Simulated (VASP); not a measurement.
Input:

```
CELL_PARAMETERS angstrom
      0.00000     2.44416     2.44416
      2.44416     0.00000     2.44416
      2.44416     2.44416     0.00000
ATOMIC_POSITIONS crystal
  Tb 0.00000 0.00000 0.00000
  N  0.50000 0.50000 0.50000
```

Level of theory: PBEsol GGA, VASP's PBE PAW potentials (set 64) (plane waves; VASP 6.6.1). Run with 520 eV cut-off, Gaussian smearing of 0.050 eV, potentials Tb_3 N.

The 4f electrons are frozen in the core of the lanthanide potential, so 4f levels, which can set the real gap, and their magnetism are missing.

Question: Predict the band gap (along the path) with the smallest direct gap where there is one.

Answer: 
The band gap (along the path) is none (metal, semimetal or under 0.01 eV).

The structure comes from a measured TbN entry (Fm-3m) of the Crystallography Open Database, whose conditions weren't checked. It was relaxed first.
